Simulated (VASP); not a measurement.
WC (Qusongite):

```
W C
1.0
     2.90650    0.00000    0.00000
    -1.45325    2.51710    0.00000
     0.00000    0.00000    2.83660
W C
1 1
Direct
  0.00000 0.00000 0.00000
  0.66667 0.33333 0.50000
```

| Item | Value |
| --- | --- |
| Program | VASP 6.6.1 |
| Task | relaxation of cell and atoms |
| Functional | LDA |
| Potentials or basis | VASP PAW LDA potentials, release 64 (W_sv, C) |
| Cutoff | 600 eV |
| k mesh | 15 × 15 × 13 |
| Occupations | methfessel-paxton, width 0.1 eV |
| Spin | no spin polarisation |

At the start: pressure -7.5 GPa; volume 10.38 Å³/atom.

**Question.** How do energy, volume and symmetry change on relaxing?

**Answer.** Over 7 steps the energy falls by 4.5 meV/atom and the volume is 10.18 Å³/atom (-1.8 %); space group P-6m2 (No. 187, to 0.05 Å).

Step by step:
```tsv
step	energy change (eV)	largest force (eV/Å)	pressure (GPa)	volume (Å³)
1	0.0000	0.0000	-7.49	20.75
2	0.0712	0.0000	25.26	19.33
3	-0.0090	0.0000	-0.19	20.39
4	-0.0090	0.0000	-0.08	20.38
5	-0.0090	0.0000	0.08	20.37
6	-0.0090	0.0000	0.17	20.37
7	-0.0090	0.0000	0.13	20.37
```

Final structure:
```cif
data_structure
_symmetry_space_group_name_H-M 'P 1'
_symmetry_Int_Tables_number 1
_cell_length_a 2.8893
_cell_length_b 2.8893
_cell_length_c 2.8175
_cell_angle_alpha 90.000
_cell_angle_beta 90.000
_cell_angle_gamma 120.000
_cell_volume 20.37
loop_
_atom_site_label
_atom_site_type_symbol
_atom_site_fract_x
_atom_site_fract_y
_atom_site_fract_z
_atom_site_occupancy
W1 W 0.00000 0.00000 0.00000 1
C1 C 0.66667 0.33333 0.50000 1
```
